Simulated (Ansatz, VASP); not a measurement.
# Cross-check of In between VASP and Ansatz

Aim: how closely do two programs agree when they are given the same cell, functional and k mesh? The cell is taken from a series of runs on this material, whose earlier steps may have relaxed, scaled, displaced or heated it; both programs get it as it stands.

Program: Ansatz 0.2.0. Level of theory: plane waves, with VASP 6.6.1 beside it; elastic constants at PBE with D3(BJ). Results are calculated unless marked as measured.

**1. Set-up**

It takes space group I4/mmm (No. 139, tetragonal). Conventional cell: a = 3.278 Å, b = 3.278 Å, c = 4.861 Å, α = 90.00°, β = 90.00°, γ = 90.00°. Nearest to In lie 12 In at 3.28 to 3.36 Å.

**2. Ansatz: elastic constants, PBE with D3(BJ)**

Ansatz runs on its PAW soft_1 files.

Elastic constants are differences of stresses under small strains, so they test the stress and the mesh.

input.yaml

```yaml
crystal:
  lattice:
    - [-1.6389963796, 1.6389963796, 2.4303885435]
    - [1.6389963796, -1.6389963796, 2.4303885435]
    - [1.6389963796, 1.6389963796, -2.4303885435]
  atoms:
    - { symbol: In, position: [0.0, 0.0, 0.0] }
kpoints:
  mp_grid: { grid: [22, 22, 22] }
hamiltonian:
  xc: pbe
  dispersion: d3bj
  pseudopotentials: { kind: paw, azcp: { folder: soft_1 } }
scf:
  occupations: { method: fermi_dirac, width: 0.15 }
output:
  forces: true
  stress: true
  eigenvalues: true
elastic:
  mode: relaxed_ion
  amplitude: 0.01
```

Started as:

```
ansatz run input.yaml --threads 4 --pin off --max-ram 15360MiB --backend cpu --events-out ev --progress --plain --runs-dir out
```

Numbers of over 12 decimals in the logs are rounded to 6 here.

Output:

```text
band count auto-derived: 12 (N_el = 13.0; filled up to band 7; 11 by the electrons, moments and atoms)
Engine: ansatz 0.2.0, aarch64-unknown-linux-gnu
Pseudopotentials: kind: paw
Pseudopotential: In, paw, valence charge 13, recommended cutoff 420 eV (normal), soft_1/In.paw.azcp
Functional definition: PBE
  parameter kappa = 0.804
  parameter beta = 0.066725
  exchange = pbe_x(kappa = kappa, mu = beta*pi^2/3)
  correlation = pbe_c(beta = beta)
Crystal: 1 atoms, lattice volume = 26.115 Å³
Basis set: ecut = 420 eV, 533 PW (Γ), exchange–correlation on 48×48×48 points (8 copies of the dense FFT grid, shifted against one another)
Bands: 12, of which v1, the nominal top of the filled ones, is band 7 counted from 1 (6 counted from 0)
Symmetry: 16 space group operations
Space group: I4/mmm (ITA 139), of the structure as read, at distance tolerance 3.0e-5 Å
k-points: 834 of 10648
Non-local potential: In, projectors of the file, l = 0: 2, l = 1: 2, l = 2: 2, l = 3: 1
PAW form: soft (Blöchl's): semilocal exchange-correlation on the pseudo side does not see the compensation charge
PAW one-centre angular grid: In, 590 points (default); XC on 64 Gauss nodes
Initial density: superposition of atomic densities (chi_scale 0.1, normalization cell)
Initial wavefunctions: pseudopotential atomic-orbital guess
Functional: x = pbe(κ = 0.804, μ = 0.219515), c = pbe(β = 0.066725)
SCF iter   1: F=—  HF=-5598.283763 eV  |F-HF|=—  |Δ(HF+E_count)|=         —  Δρ=1.40e-2  dr2=6.89e-2  ethr=3.10e-3  ⟨swp⟩=5.2  Hψ=61833  notcnv=0
preconditioner: auto → none  [metal: Δε(μ)=0.006 eV  Ē_g=20.891 eV  σ=0.150 eV  W_gap=0.01  n_scr=8 (ndim 8)  ℏωp=26.2 eV  f_vac=0.000  D(μ)=0.45/eV (n_scr^D=0)  sad-step TF]
SCF iter   2: F=—  HF=-5598.264436 eV  |F-HF|=—  |Δ(HF+E_count)|=   1.93e-2  Δρ=9.14e-3  dr2=2.38e-2  ethr=5.30e-4  ⟨swp⟩=1.4  Hψ=16988  notcnv=0  defer=121
SCF iter   3: F=—  HF=-5598.260977 eV  |F-HF|=—  |Δ(HF+E_count)|=   3.46e-3  Δρ=1.39e-3  dr2=5.81e-4  ethr=1.83e-4  ⟨swp⟩=2.0  Hψ=14399  notcnv=0  defer=125
SCF iter   4: F=—  HF=-5598.260949 eV  |F-HF|=—  |Δ(HF+E_count)|=   2.81e-5  Δρ=1.18e-4  dr2=1.98e-6  ethr=4.47e-6  ⟨swp⟩=2.1  Hψ=16339  notcnv=0  defer=321
SCF iter   5: F=—  HF=-5598.260948 eV  |F-HF|=—  |Δ(HF+E_count)|=   1.21e-6  Δρ=1.67e-5  dr2=3.58e-8  ethr=1.52e-8  ⟨swp⟩=2.0  Hψ=15076  notcnv=0  defer=321
SCF iter   6: F=—  HF=-5598.260947 eV  |F-HF|=—  |Δ(HF+E_count)|=   2.79e-7  Δρ=1.10e-6  dr2=1.26e-10  ethr=2.75e-10  ⟨swp⟩=2.0  Hψ=15131  notcnv=0  defer=323
SCF iter   7: F=—  HF=-5598.260947 eV  |F-HF|=—  |Δ(HF+E_count)|=  1.48e-10  Δρ=6.27e-8  dr2=3.31e-13  ethr=9.68e-13 (applied; sched 1.00e-12)  ⟨swp⟩=2.9  Hψ=15625  notcnv=0  defer=338
SCF iter   8: F=-5598.260947 eV  HF=-5598.260947 eV  |F-HF|=4.55e-12  |Δ(HF+E_count)|=  4.55e-12  Δρ=2.47e-9  dr2=5.67e-16  ethr=1.00e-12  ⟨swp⟩=6.7  Hψ=32046  notcnv=0
SCF 1 converged in 8 iterations: F = -5598.260947 eV  dr2 = 5.67e-16
  greatest PAW one-centre occupation: 0.981 electrons in one spin orbital (limit 2), on the In atom at site 0 (counted from 0), in its partial waves of l = 2
Crystal: 1 atoms, lattice volume = 25.593 Å³
Basis set: ecut = 420 eV, 521 PW (Γ), exchange–correlation on 48×48×48 points (8 copies of the dense FFT grid, shifted against one another)
Symmetry: 8 space group operations
k-points: 1530 of 10648
Initial density: handed on by an earlier stage of this run
Initial wavefunctions: those handed on with the density
iter 1 solved again at ethr=1.18e-6 eV; its pass at ethr=3.10e-3 eV (dr2=1.53e-4 eV) is discarded
SCF iter   1: F=—  HF=-5598.259012 eV  |F-HF|=—  |Δ(HF+E_count)|=         —  Δρ=6.65e-4  dr2=1.44e-4  ethr=1.18e-6  ⟨swp⟩=2.0  Hψ=159469  notcnv=0  defer=407
preconditioner: auto → none  [metal: Δε(μ)=0.006 eV  Ē_g=21.381 eV  σ=0.150 eV  W_gap=0.01  n_scr=8 (ndim 8)  ℏωp=26.5 eV  f_vac=0.000  D(μ)=0.44/eV (n_scr^D=0)]
[...]
SCF 14 converged in 6 iterations: F = -5598.260854 eV  dr2 = 5.56e-14
[...]
SCF iter   5: F=—  HF=-5598.260854 eV  |F-HF|=—  |Δ(HF+E_count)|=  4.37e-11  Δρ=5.68e-8  dr2=4.06e-13  ethr=2.74e-13 (applied; sched 1.00e-12)  ⟨swp⟩=2.6  Hψ=24950  notcnv=0  defer=361
SCF iter   6: F=-5598.260854 eV  HF=-5598.260854 eV  |F-HF|=0.00e0  |Δ(HF+E_count)|=  3.64e-12  Δρ=6.01e-9  dr2=2.36e-15  ethr=1.00e-12  ⟨swp⟩=4.0  Hψ=49497  notcnv=0
SCF 15 converged in 6 iterations: F = -5598.260854 eV  dr2 = 2.36e-15
SCF iter   1: F=—  HF=-5598.260923 eV  |F-HF|=—  |Δ(HF+E_count)|=         —  Δρ=5.41e-6  dr2=3.50e-10  ethr=1.00e-12  ⟨swp⟩=10.2  Hψ=155458  notcnv=0  defer=100
preconditioner: auto → none  [metal: Δε(μ)=0.007 eV  Ē_g=21.257 eV  σ=0.150 eV  W_gap=0.01  n_scr=8 (ndim 8)  ℏωp=26.2 eV  f_vac=0.000  D(μ)=0.45/eV (n_scr^D=0)]
SCF iter   2: F=—  HF=-5598.260923 eV  |F-HF|=—  |Δ(HF+E_count)|=   3.72e-8  Δρ=2.70e-6  dr2=7.77e-11  ethr=1.00e-12  ⟨swp⟩=1.0  Hψ=30625  notcnv=0  defer=98
SCF iter   3: F=—  HF=-5598.260923 eV  |F-HF|=—  |Δ(HF+E_count)|=   1.24e-8  Δρ=1.10e-7  dr2=5.17e-13  ethr=5.98e-13 (applied; sched 1.00e-12)  ⟨swp⟩=1.0  Hψ=17706  notcnv=0  defer=124
[...]
E_local      = -1010.433294  (includes V_loc(G=0)·N_el)
  E_nonlocal   = 326.534128
  E_hartree    = 404.152063
  E_xc         = -143.847278
  E_vxc        = -90.333806  (∫ρ·V_xc dr)
  E_paw        = -4206.482030  (= ΣΔE_a)
  E_vpaw       = -272.789026  (= ΣTr[D̂ρ^β])
  E_aug_tail   = 0.000141  (compensation charges beyond the density's cutoff)
  E_ewald      = -1184.489717
  E_disp       = -0.338912  (pairwise vdW)
  E_smearing   = -0.033701  (= −TS)
  E_closure    = 0.000000  (closes the sum)
  Σ components = -5598.260947   (vs F -5598.260947, Δ=0.00e0)
--- Forces (eV/Å), atoms counted from 1 ---
  atom   1  In     0.00000000    -0.00000000    -0.00000000
  max |Σ_I F_I| component: 4.93e-32 eV/Å
--- Stress (GPa, compression-positive) ---
        0.000841      -0.000000      -0.000000
       -0.000000       0.000841       0.000000
       -0.000000       0.000000      -0.000310
  P = ⅓ Tr σ = 0.0005 GPa (0.005 kbar)
--- Band table (eV; the first three rows and the last of 834) ---
  k-point 0: bands = [... 3 lower, -4.1380, -4.0719, 0.8044, 20.9230, 20.9230, 21.0440, 21.8936, 24.3170, ... 1 higher]
  k-point 1: bands = [... 3 lower, -4.1361, -4.0752, 0.8666, 20.4885, 20.6098, 20.6823, 21.5839, 24.8161, ... 1 higher]
  k-point 2: bands = [... 3 lower, -4.1333, -4.0829, 1.0537, 19.5836, 19.7122, 20.0915, 20.9650, 25.3378, ... 1 higher]
  k-point 833: bands = [... 3 lower, -3.9148, -3.9148, 7.7321, 7.8357, 14.8481, 14.8481, 18.2721, 18.3325, ... 1 higher]
--- Elastic constants: 4 strain directions × 4 members + reference (group order 16) ---
  dense FFT box of the reference and of every strained cell: 24×24×24
  strains applied: 11, 33, 23, 12; error gains: componentwise 1.00 (the most a stress slope's error grows in a printed constant), spectral 1.41 (1 for all six strains in a standard setting)
  pairwise dispersion correction: d3bj (s6 = 1.0, s8 = 0.7875, a1 = 0.4289, a2_bohr = 4.4407), with the weights of each atom's references fixed at the reference crystal's, and the forces and stress that the weights' published response gives there kept as a pressure on the atom's counted neighbours (hamiltonian.dispersion)
  C = ∂σ_k/∂η_j (tension-positive GPa; Voigt order 11 22 33 23 13 12):
        55.398     27.659     39.745     -0.000     -0.000      0.000
        27.659     55.398     39.745     -0.000     -0.000      0.000
        39.741     39.741     44.162     -0.000     -0.000     -0.000
         0.000      0.000     -0.000      9.333      0.000      0.000
        -0.000      0.000     -0.000     -0.000      9.333      0.000
        -0.000      0.000     -0.000      0.000      0.000      2.965
  reference stress σ⁰ (GPa):     -0.001     -0.001      0.000     -0.000      0.000      0.000
  C* (energy form; C + prestress term) asymmetry max|C*_kj − C*_jk| = 2.884e-3 GPa — a small one proves nothing (zero by symmetry where the batch's group is 432, −43m or m−3m); a large one is finite-difference/SCF noise where every solve meets its electron count
  moduli (Voigt/Reuss/Hill, GPa): K = 41.03/41.02/41.02   G = 7.51/4.52/6.01   E = 17.20   ν = 0.430
  mechanically stable: yes (min eigenvalue of sym C = 2.97 GPa)
  strain η (Voigt 11):  stress-route row diagonal C_11 = 55.40 GPa, energy-path curvature d²(F+E_count+ΔE)/dδ²/Ω₀ = 55.39 GPa
    cells at ±δ against ±2δ: C11 55.54 and 55.96 GPa, apart by 0.76 % of the column's largest entry
         δ    σ_11 (GPa)             F (eV)   n_scf  n_hpsi   n_pw
    -2.000e-2      -1.2522       -5598.2589837       7  363681    523   relax 0 steps, max|allowed force component| 0.00e0 eV/Å
    -1.000e-2      -0.5896       -5598.2604750       4  301655    533   relax 0 steps, max|allowed force component| 0.00e0 eV/Å
     1.000e-2       0.5212       -5598.2605146       4  299187    540   relax 0 steps, max|allowed force component| 0.00e0 eV/Å
     2.000e-2       0.9861       -5598.2592797       6  325115    540   relax 0 steps, max|allowed force component| 0.00e0 eV/Å
  strain η (Voigt 33):  stress-route row diagonal C_33 = 44.16 GPa, energy-path curvature d²(F+E_count+ΔE)/dδ²/Ω₀ = 44.16 GPa
    cells at ±δ against ±2δ: C33 44.10 and 43.90 GPa, apart by 0.44 % of the column's largest entry
         δ    σ_33 (GPa)             F (eV)   n_scf  n_hpsi   n_pw
    -2.000e-2      -0.9349       -5598.2594457       7  192195    532   relax 0 steps, max|allowed force component| 0.00e0 eV/Å
    -1.000e-2      -0.4567       -5598.2605783       4  169674    540   relax 0 steps, max|allowed force component| 0.00e0 eV/Å
     1.000e-2       0.4252       -5598.2605960       4  157867    541   relax 0 steps, max|allowed force component| 0.00e0 eV/Å
     2.000e-2       0.8212       -5598.2595779       6  177745    548   relax 0 steps, max|allowed force component| 0.00e0 eV/Å
  strain η (Voigt 23):  stress-route row diagonal C_44 = 9.33 GPa, energy-path curvature d²(F+E_count+ΔE)/dδ²/Ω₀ = 9.33 GPa
    cells at ±δ against ±2δ: C44 9.32 and 9.30 GPa, apart by 0.28 % of the column's largest entry
         δ    σ_23 (GPa)             F (eV)   n_scf  n_hpsi   n_pw
    -2.000e-2      -0.1860       -5598.2606432       7  656339    539   relax 0 steps, max|allowed force component| 0.00e0 eV/Å
    -1.000e-2      -0.0932       -5598.2608708       4  525355    537   relax 0 steps, max|allowed force component| 0.00e0 eV/Å
     1.000e-2       0.0932       -5598.2608708       4  513540    537   relax 0 steps, max|allowed force component| 0.00e0 eV/Å
     2.000e-2       0.1860       -5598.2606432       5  556761    539   relax 0 steps, max|allowed force component| 0.00e0 eV/Å
  strain η (Voigt 12):  stress-route row diagonal C_66 = 2.97 GPa, energy-path curvature d²(F+E_count+ΔE)/dδ²/Ω₀ = 2.97 GPa
    cells at ±δ against ±2δ: C66 2.90 and 2.70 GPa, apart by 6.60 % of the column's largest entry
         δ    σ_12 (GPa)             F (eV)   n_scf  n_hpsi   n_pw
    -2.000e-2      -0.0541       -5598.2608545       6  333587    533   relax 0 steps, max|allowed force component| 0.00e0 eV/Å
    -1.000e-2      -0.0290       -5598.2609228       4  289582    536   relax 0 steps, max|allowed force component| 0.00e0 eV/Å
     1.000e-2       0.0290       -5598.2609228       4  283822    536   relax 0 steps, max|allowed force component| 0.00e0 eV/Å
     2.000e-2       0.0541       -5598.2608545       6  303381    533   relax 0 steps, max|allowed force component| 0.00e0 eV/Å
[key lines of the parts left out:]
SCF converged after 8 iterations
Free energy (F): -5598.260947 eV
Fermi energy:    10.375299 eV
```

The column dr2 measures how far the density is from self-consistency, as an energy; F and HF (Harris–Foulkes) agree once it is small.

(Continued in part 2 of 2.)

[Lines on the potential files, build, host, timing and source positions are cut from VASP's logs without a mark.]

[Logs are printed without paths, hosts, clocks, repeated set-up lines and the standing remarks that a program may print on its own settings, such as how far it seeks lower states.]

[Hosts, paths, dates, database ids (printed as entryN), source tags and the programs' standing remarks are cut or masked in the printed files.]
